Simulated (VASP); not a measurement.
# TiB2: energy against strain

TiB2 (AlB2 type, P6/mmm, 8.561 Å³/atom and stress up to 0.29 GPa in the relaxed cell, c along z) under an equal strain ε along x and y, with z held. PBE in VASP (plane waves, PAW), 600 eV, 18×18×14 Γ-centred mesh, Methfessel-Paxton smearing 0.10 eV; ions are relaxed, or left where forces stay under 0.02 eV/Å, within the symmetry of each cell.

Here s stands for strain and y for E less E0.

| strain (%) | E less E0 (meV/atom) |
|---|---|
| -1.50 | 9.51 |
| -1.00 | 4.30 |
| -0.50 | 1.16 |
| 0.00 | 0.00 |
| 0.50 | 0.76 |
| 1.00 | 3.38 |
| 1.50 | 7.80 |
| 3.00 | ? |

**Question.** Using a parabola, estimate the missing y at s = 3.00 from the other rows, showing the fit.

**Answer.** Least squares gives y = -0.003 - 0.5264·s + 3.8471·s². Residuals (row less fit): 0.067, -0.071, -0.062, 0.003, 0.064, 0.062, -0.063; standard error 0.080 (degrees of freedom: 4). Twice the quadratic coefficient over the volume, 2 × 3.8471 meV × 10⁴ × 0.1602 / 8.561 Å³, is the elastic constants 2(C11 + C12) = about 1400 GPa. At the withheld row, y = -0.003 - 0.5264 × 3.0 + 3.8471 × 3.0² = 33.042 meV/atom. The calculation gives 31.16 meV/atom, 1.882 meV/atom below the prediction (6.0 % of the range of y in the table). The row lies outside the fitted rows, so this is an extrapolation. From the scatter of the fitted rows alone, a prediction at this place has a standard error of 0.305 meV/atom, so the miss is 6.2 times that.

A polynomial of degree 3 through the 12 other runs of the series gives 31.11 there, so most of the miss is curvature that the fit leaves out. In a metal these values are sensitive to mesh and smearing; energies are taken to zero smearing, stresses follow the free energy. The runs aren't spin-polarised. Rows are the converged runs of the series near zero and its far end, less any whose ions stayed unrelaxed beside relaxed ones; series whose fitted rows scatter by over a few per cent of the range, as at a crossing or softening among them, aren't shown in this form. Most that stay on the fit to the last digits aren't either.
